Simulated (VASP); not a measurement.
Hf (hcp) is relaxed at rising pressure, each step from the one before. Symmetry mostly holds the structure type, and other phases were not tried. The mesh follows the cell, and a change of mesh leaves a small step in the series.

Consider the following.

```
CELL_PARAMETERS angstrom
      1.60046    -2.77208     0.00000
      1.60046     2.77208     0.00000
      0.00000     0.00000     5.05871
ATOMIC_POSITIONS crystal
  Hf 0.33333 0.66667 0.25000
  Hf 0.66667 0.33333 0.75000
```

Calculation: PBE GGA, VASP's PBE PAW potentials (set 64) (plane waves; VASP). Numerical set-up: 500 eV cut-off, 13×13×7 Γ-centred mesh, first-order Methfessel-Paxton smearing of 0.10 eV, potentials Hf_pv.

Unless said otherwise, spin-orbit coupling is left out, though it shifts the bands of the heavy elements here.

```
P (GPa)  V (Å³/atom)  H − H(0) (eV/atom)  space group  gap on the mesh (eV)   k-mesh
-------  -----------  ------------------  -----------  --------------------  -------
0              22.44               0.000     P6_3/mmc                  0.00  13×13×7
5              21.51               0.686     P6_3/mmc                  0.00  13×13×7
10        (withheld)          (withheld)     P6_3/mmc                  0.00  13×13×8
20             19.46               2.595     P6_3/mmc                  0.00  14×14×8
30             18.40               3.775     P6_3/mmc                  0.00  14×14×8
45        (withheld)          (withheld)     P6_3/mmc                  0.00  14×14×8
```

Task: What belongs in the gaps?

Result: 
- 10, V (Å³/atom): 20.72
- 10, H − H(0) (eV/atom): 1.343
- 45, V (Å³/atom): 17.17
- 45, H − H(0) (eV/atom): 5.439

Pressures at which the relaxation failed are left out.

The compound is Hf in the hcp structure.
